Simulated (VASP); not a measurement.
# AlSn (P-6m2) in VASP: a series of runs, part 2 of 2

VASP 6.6.1.

**4. Relaxation of cell and atoms, LDA**

File INCAR:

```
PREC = Accurate
ENCUT = 600
EDIFF = 1E-6
ISMEAR = -1
SIGMA = 0.05
LREAL = False
LASPH = True
NELM = 80
ALGO = Normal
ISIF = 3
LWAVE = False
LCHARG = False
IBRION = 2
NSW = 40
EDIFFG = -0.01
```

File KPOINTS:

```
regular mesh
0
Gamma
  6 6 8
```

File POSCAR:

```
AlSn
1.0
    4.1981056157      0.0000000000      0.0000000000
   -2.0990528078      3.6356661109      0.0000000000
    0.0000000000      0.0000000000      3.3068470000
Sn Al
1 1
Direct
    0.3333333333      0.6666666667      0.5000000000
    0.0000000000      0.0000000000      0.0000000000
```

Potentials or basis: VASP PAW LDA potentials, release 64 (Sn_d, Al).

The run is started by

```bash
$ cat potpaw_LDA.64/Sn_d/POTCAR potpaw_LDA.64/Al/POTCAR > POTCAR
$ mpirun -np 1 vasp_std > vasp.out
```

OUTCAR:

```text
PREC = Accurate
   ENCUT = 600
   EDIFF = 1E-6
   ISMEAR = -1
   LREAL = False
   LASPH = True
   NELM = 80
   ISIF = 3
   IBRION = 2
   NSW = 40
   EDIFFG = -0.01

 ion  position               nearest neighbor table
   1  0.333  0.667  0.500-   2 2.93   2 2.93   2 2.93   2 2.93   2 2.93   2 2.93
   2  0.000  0.000  0.000-   1 2.93   1 2.93   1 2.93   1 2.93   1 2.93   1 2.93

  LATTYP: Found a hexagonal cell.
 ALAT       =     4.1981056157
 C/A-ratio  =     0.7876998110

  Lattice vectors:

 A1 = (   4.1981056157,   0.0000000000,   0.0000000000)
 A2 = (  -2.0990528078,   3.6356661109,   0.0000000000)
 A3 = (   0.0000000000,   0.0000000000,   3.3068470000)

Analysis of symmetry for initial positions (statically):
=====================================================================
 Subroutine PRICEL returns:
 Original cell was already a primitive cell.

 Routine SETGRP: Setting up the symmetry group for a
 hexagonal supercell.

 Subroutine GETGRP returns: Found 12 space group operations
 (whereof 12 operations were pure point group operations)
 out of a pool of 24 trial point group operations.

The static configuration has the point symmetry D_3h.

Analysis of symmetry for dynamics (positions and initial velocities):
=====================================================================
 Subroutine PRICEL returns:
 Original cell was already a primitive cell.

 Routine SETGRP: Setting up the symmetry group for a
 hexagonal supercell.

 Subroutine GETGRP returns: Found 12 space group operations
 (whereof 12 operations were pure point group operations)
 out of a pool of 24 trial point group operations.

The dynamic configuration has the point symmetry D_3h.

 Subroutine INISYM returns: Found 12 space group operations
 (whereof 12 operations are pure point group operations),
 and found     1 'primitive' translations

----------------------------------------------------------------------------------------

                                     Primitive cell

  volume of cell :      50.4721

  direct lattice vectors                    reciprocal lattice vectors
     4.198105616  0.000000000  0.000000000     0.238202678  0.137526380  0.000000000
    -2.099052808  3.635666111  0.000000000     0.000000000  0.275052760  0.000000000
     0.000000000  0.000000000  3.306847000     0.000000000  0.000000000  0.302402863

  length of vectors
     4.198105616  4.198105616  3.306847000     0.275052760  0.275052760  0.302402863

  position of ions in fractional coordinates (direct lattice)
     0.333333333  0.666666667  0.500000000
     0.000000000  0.000000000  0.000000000

  ion indices of the primitive-cell ions
   primitive index   ion index
                 1           1
                 2           2

----------------------------------------------------------------------------------------

 KPOINTS: regular mesh

Automatic generation of k-mesh.
 Grid dimensions read from file:
 generate k-points for:    6    6    8

 Generating k-lattice:

  Cartesian coordinates                     Fractional coordinates (reciprocal lattice)
     0.039700446  0.022921063  0.000000000     0.166666667  0.000000000  0.000000000
     0.000000000  0.045842127  0.000000000     0.000000000  0.166666667  0.000000000
     0.000000000  0.000000000  0.037800358     0.000000000  0.000000000  0.125000000

  Length of vectors
     0.045842127  0.045842127  0.037800358

  Shift w.r.t. Gamma in fractional coordinates (k-lattice)
     0.000000000  0.000000000  0.000000000

 Subroutine IBZKPT returns following result:
 ===========================================

 Found     35 irreducible k-points:

 Following reciprocal coordinates:
            Coordinates               Weight
  0.000000  0.000000  0.000000      1.000000
  0.166667 -0.000000  0.000000      6.000000
  0.333333 -0.000000  0.000000      6.000000
  0.500000  0.000000  0.000000      3.000000
  0.166667  0.166667  0.000000      6.000000
  0.333333  0.166667  0.000000     12.000000
[... 16 lines left out ...]
  0.166667 -0.000000  0.375000     12.000000
  0.333333 -0.000000  0.375000     12.000000
 [... further k-points ...]
   k-points           NKPTS =     35   k-points in BZ     NKDIM =     35   number of bands    NBANDS=     12
   number of dos      NEDOS =    301   number of ions     NIONS =      2
   total plane-waves  NPLWV =  36288
   dimension x,y,z NGX =    36 NGY =   36 NGZ =   28
   dimension x,y,z NGXF=    72 NGYF=   72 NGZF=   56
   ions per type =               1   1
   NGX,Y,Z   is equivalent  to a cutoff of  14.26, 14.26, 14.08 a.u.
   NGXF,Y,Z  is equivalent  to a cutoff of  28.51, 28.51, 28.15 a.u.
 SYSTEM =  unknown system
   PREC   = accura    normal or accurate (medium, high low for compatibility)
   ISTART =      0    job   : 0-new  1-cont  2-samecut
   ICHARG =      2    charge: 1-file 2-atom 10-const
   ISPIN  =      1    spin polarized calculation?
   LNONCOLLINEAR =      F non collinear calculations
   LSORBIT =      F    spin-orbit coupling
   LASPH  =      T    aspherical Exc in radial PAW
   ENCUT  =  600.0 eV  44.10 Ry    6.64 a.u.   8.38  8.38  6.60*2*pi/ulx,y,z
   NELM   =     80;   NELMIN=  2; NELMDL= -5     # of ELM steps
   EDIFF  = 0.1E-05   stopping-criterion for ELM
   LREAL  =      F    real-space projection
   EDIFFG = -.1E-01   stopping-criterion for IOM
   NSW    =     40    number of steps for IOM
   IBRION =      2    ionic relax: 0-MD 1-quasi-New 2-CG
   NFREE  =      1    steps in history (QN), initial steepest desc. (CG)
   ISIF   =      3    stress and relaxation
   ISYM   =      2    0-nonsym 1-usesym 2-fastsym
   POTIM  = 0.5000    time-step for ionic-motion
   TEBEG  =    0.0;   TEEND  =   0.0 temperature during run
   PSTRESS=    0.0 pullay stress
   NELECT =      17.0000    total number of electrons
   NUPDOWN=      -1.0000    fix difference up-down
   EMIN   =  10.00;   EMAX   =-10.00  energy-range for DOS
   EFERMI =   0.00;   METHOD = LEGACY
   ISMEAR =    -1;   SIGMA  =   0.05  broadening in eV -4-tet -1-fermi 0-gaus
   EFERMI_NEDOS =   21; number of points for ismear=-14 and -15
   IALGO  =     38    algorithm
   IMIX   =      4    mixing-type and parameters
     AMIX     =   0.40;   BMIX     =  1.00
     AMIX_MAG =   1.60;   BMIX_MAG =  1.00
  volume/ion in A,a.u.               =      25.24       170.30
  Fermi-wavevector in a.u.,A,eV,Ry     =   1.139044  2.152482 17.652500  1.297422
  Thomas-Fermi vector in A             =   2.275748
   LORBIT       =      0    0 simple, 1 ext, 2 COOP (PROOUT), +10 PAW based schemes
   GGA     = CA    functional components
   LHFCALC =     F    Hartree Fock is set to
   AEXX    =    0.0000 exact exchange contribution
   IVDW    =     0    specifies the selected vdW correction
   LEPSILON=     F    determine dielectric tensor
   LRPA    =     F    only Hartree local field effects (RPA)
 conjugate gradient relaxation of ions
 non-spin polarized calculation
  energy-cutoff  :      600.00
  volume of cell :       50.47
 maximum number of plane-waves:      1730
 NGX is ok and might be reduce to    36
   NGX = 17   NGY = 17   NGZ = 13

--------------------------------------- Ionic step        1  -------------------------------------------

 number of electron      17.0000000 magnetization

 Free energy of the ion-electron system (eV)
  ---------------------------------------------------
  ext. energy  EPLUGINS =         0.00000000
  ---------------------------------------------------
  free energy    TOTEN  =        -8.29235953 eV

  energy without entropy =       -8.28700560  energy(sigma->0) =       -8.28968257

 E-fermi :   6.1201     XC(G=0):  -9.7654

 val. band max:        6.0381360690   @ k =   0.1667   0.1667   0.3750
 cond. band min:       6.2004174652   @ k =   0.0000   0.0000   0.1250
 fundamental gap:      0.1622813962
 Fermi energy:         6.1201483374

 k-point     1 :       0.0000    0.0000    0.0000
  band No.  band energies     occupation
      1     -15.1119      2.00000
      2     -15.0099      2.00000
      3     -15.0099      2.00000
      4     -14.9866      2.00000
      5     -14.9866      2.00000
      6      -4.2735      2.00000
      7       5.9722      1.90146
      8       5.9722      1.90146
      9       6.7972      0.00000
     10       8.7536      0.00000
     11       9.3520      0.00000
     12       9.3520      0.00000
[... 486 lines left out ...]
  energy  without entropy=       -8.3153128081  energy(sigma->0) =       -8.31846325

--------------------------------------- Ionic step        5  -------------------------------------------

 number of electron      17.0000000 magnetization

 Free energy of the ion-electron system (eV)
  ---------------------------------------------------
  ext. energy  EPLUGINS =         0.00000000
  ---------------------------------------------------
  free energy    TOTEN  =        -8.32162678 eV

  energy without entropy =       -8.31537243  energy(sigma->0) =       -8.31849960

 E-fermi :   6.7312     XC(G=0): -10.0217

 val. band max:        6.6825901834   @ k =   0.0000   0.0000   0.0000
 cond. band min:       6.7810801072   @ k =   0.3333   0.1667   0.5000
 fundamental gap:      0.0984899237
 Fermi energy:         6.7312474192

 k-point     1 :       0.0000    0.0000    0.0000
  band No.  band energies     occupation
      1     -14.5196      2.00000
      2     -14.3986      2.00000
      3     -14.3986      2.00000
      4     -14.3773      2.00000
      5     -14.3773      2.00000
      6      -4.0253      2.00000
      7       6.6826      1.45149
      8       6.6826      1.45149
      9       7.9421      0.00000
     10       9.2650      0.00000
     11      10.1138      0.00000
     12      10.1138      0.00000
[... 374 lines left out ...]
  FREE ENERGIE OF THE ION-ELECTRON SYSTEM (eV)
  ---------------------------------------------------
  free  energy   TOTEN  =        -8.3216267803 eV

  energy  without entropy=       -8.3153724279  energy(sigma->0) =       -8.31849960

 reached required accuracy - stopping structural energy minimisation
```

CONTCAR:

```text
AlSn
   1.00000000000000
     4.0948064604696732   -0.0000000000014096    0.0000000000000000
    -2.0474032301872875    3.5462064182866389   -0.0000000000000000
    -0.0000000000000000    0.0000000000000000    3.2717329856532382
  Sn              Al
     1     1
Direct
     0.3333333332999970    0.6666666667000030    0.5000000000000000
     0.0000000000000000    0.0000000000000000    0.0000000000000000

  0.00000000E+00  0.00000000E+00  0.00000000E+00
  0.00000000E+00  0.00000000E+00  0.00000000E+00
```

Run time: 52 s. Hardware: 1 thread of Intel Xeon Platinum 8259CL at 2.50GHz (Skylake/Cascade Lake), shared host; peak memory 0.18 GiB.

Results:

```yaml
Free_energy: -8.3216 eV
Relaxed_volume: 23.75 Å³/atom
Relaxed_cell: a = 4.095 Å, b = 4.095 Å, c = 3.272 Å, α = 90.00°, β = 90.00°, γ = 120.00°
Space_group_after_relaxing_to_0.05_Å: P-6m2 (No. 187)
Energy_gained_by_relaxing: 14.6 meV/atom
Ionic_steps: 5
Pressure_after_relaxing: 0.0 GPa
Band_gap_on_the_k_mesh: none (metal or under the smearing width)
```

The path:
```csv
step,energy change (eV),largest force (eV/Å),pressure (GPa),volume (Å³)
1,0.0000,0.0000,-2.92,50.47
2,-0.0272,0.0000,0.58,47.18
3,-0.0278,0.0000,0.08,47.59
4,-0.0293,0.0000,0.01,47.50
5,-0.0293,0.0000,0.01,47.51
```

Final structure:
```
Sn Al
1.0
     4.09481    0.00000    0.00000
    -2.04740    3.54621    0.00000
     0.00000    0.00000    3.27173
Sn Al
1 1
Direct
  0.33333 0.66667 0.50000
  0.00000 0.00000 0.00000
```

**5. Relaxation of cell and atoms, PBEsol**

File INCAR:

```
SYSTEM = AlSn
PREC = Accurate
ENCUT = 600
EDIFF = 1E-7
ISMEAR = -1
SIGMA = 0.05
LREAL = .False.
LASPH = .True.
NELM = 80
ALGO = Normal
ISIF = 3
LWAVE = .False.
LCHARG = .False.
GGA = PS
IBRION = 2
NSW = 40
EDIFFG = -0.005
```

File KPOINTS:

```
regular mesh
0
Gamma
  6 6 8
  0 0 0
```

POSCAR is that of step 4.

Potentials or basis: VASP PAW PBE potentials, release 64 (Sn_d, Al).

The run is started by

```bash
$ cat potpaw_PBE.64/Sn_d/POTCAR potpaw_PBE.64/Al/POTCAR > POTCAR
$ mpirun -np 1 vasp_std > vasp.out
```

Run time: 74 s. Hardware: 1 thread of Intel Xeon Platinum 8488C (Sapphire Rapids), shared host; peak memory 0.2 GiB.

Results (log left out):

- Free energy: -7.9685 eV
- Relaxed volume: 24.33 Å³/atom
- Relaxed cell: a = 4.129 Å, b = 4.129 Å, c = 3.295 Å, α = 90.00°, β = 90.00°, γ = 120.00°
- Space group after relaxing (to 0.05 Å): P-6m2 (No. 187)
- Energy gained by relaxing: 5.7 meV/atom
- Ionic steps: 5
- Pressure after relaxing: 0.0 GPa
- Band gap on the k mesh: none (metal or under the smearing width)

The path:
```tsv
step	energy change (eV)	largest force (eV/Å)	pressure (GPa)	volume (Å³)
1	0.0000	0.0000	-1.72	50.47
2	-0.0108	0.0000	0.25	48.52
3	-0.0109	0.0000	0.12	48.64
4	-0.0114	0.0000	-0.02	48.66
5	-0.0114	0.0000	0.00	48.66
```

Final structure:
```cif
data_structure
_symmetry_space_group_name_H-M 'P 1'
_symmetry_Int_Tables_number 1
_cell_length_a 4.1291
_cell_length_b 4.1291
_cell_length_c 3.2953
_cell_angle_alpha 90.000
_cell_angle_beta 90.000
_cell_angle_gamma 120.000
_cell_volume 48.66
loop_
_atom_site_label
_atom_site_type_symbol
_atom_site_fract_x
_atom_site_fract_y
_atom_site_fract_z
_atom_site_occupancy
Sn1 Sn 0.33333 0.66667 0.50000 1
Al1 Al 0.00000 0.00000 0.00000 1
```

Levels at points of the mesh, in eV from the Fermi level:
```csv
k point,band 5,band 6,band 7,band 8,band 9,band 10,band 11,band 12
"(0.00, 0.00, 0.00)",-21.09,-10.61,-0.05,-0.05,1.13,2.53,3.32,3.32
"(0.50, 0.00, 0.00)",-21.09,-8.68,-6.37,-1.75,0.72,4.44,6.59,7.21
"(0.00, 0.00, 0.50)",-21.04,-7.56,-6.33,2.90,2.90,3.82,3.82,4.16
"(0.50, 0.00, 0.50)",-21.02,-5.74,-4.26,-3.23,-2.27,1.27,2.55,3.80
```

Caveat: the PAW data sets were made with another functional, which shifts forces and pressure a little.

**6. For comparison**

An earlier run on the cell as given: functional PBE; potentials or basis VASP PAW PBE potentials, release 64 (Sn_d, Al); cutoff 520 eV; k mesh 7 × 7 × 8; occupations fermi-dirac, width 0.05 eV; no spin polarisation.

- Pressure: 0.2 GPa
- Band gap on the k mesh: none (metal or under the smearing width)

**7. Overview**

| task | level | potentials or basis | cell | k mesh | cutoff (eV) | ladder | gap on the mesh (eV) | pressure (GPa) | relaxed volume (Å³/atom) |
| --- | --- | --- | --- | --- | --- | --- | --- | --- | --- |
| relaxation of cell and atoms | r2SCAN | VASP PAW PBE potentials, release 64 (Sn_d, Al) | relaxed | 6 × 6 × 8 | 600 | gaps | none | 0.0 | 24.71 |
| relaxation of cell and atoms | PBE+D3(BJ) | VASP PAW PBE potentials, release 64 (Sn_d, Al) | relaxed | 6 × 6 × 8 | 600 | gaps | none | 0.0 | 24.30 |
| relaxation of cell and atoms | LDA | VASP PAW LDA potentials, release 64 (Sn_d, Al) | relaxed | 6 × 6 × 8 | 600 | gaps | none | 0.0 | 23.75 |
| relaxation of cell and atoms | PBEsol | VASP PAW PBE potentials, release 64 (Sn_d, Al) | relaxed | 6 × 6 × 8 | 600 | gaps | none | 0.0 | 24.33 |
| single point | PBE | VASP PAW PBE potentials, release 64 (Sn_d, Al) | as given | 7 × 7 × 8 | 520 | - | none | 0.2 | - |

Alike in all rows: no spin polarisation; smearing fermi-dirac 0.05 eV.

Caveats: the PAW data sets were made with another functional, which shifts forces and pressure a little (some runs); pairwise dispersion overbinds metals, which lowers pressure and volume (some runs).

Total energies depend on the potentials used, so only differences within one code and one set of settings carry meaning.
